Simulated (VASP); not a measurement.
Data:

```yaml
crystal:
  lattice:
    - [0.00000, 2.49000, 2.49000]
    - [2.49000, 0.00000, 2.49000]
    - [2.49000, 2.49000, 0.00000]
  atoms:
    - { symbol: Gd, position: [0.00000, 0.00000, 0.00000] }
    - { symbol: N, position: [0.50000, 0.50000, 0.50000] }
```

All values below come from PBE GGA, VASP's PBE PAW potentials (set 64) (plane waves; VASP). Run with 520 eV cut-off, KSPACING 0.8 per Å, Gaussian smearing of 0.050 eV, potentials Gd_3 N.

The 4f electrons are frozen in the core of the lanthanide potential, so 4f levels, which can set the real gap, and their magnetism are missing.

Q: Predict the energy per atom (σ→0), pressure.

A: 
```
Property                       Result
---------------------  --------------
energy per atom (σ→0)  -7.964 eV/atom
pressure                     2.32 GPa
```

Only differences to runs with the same potentials and settings are physical.

The compound is GdN in the rock salt structure. The cell was not relaxed at this level. The run is one of a series of settings (KGAMMA = .TRUE., KSPACING = 0.8, KPOINTS file removed against the base run), some of them coarse on purpose.
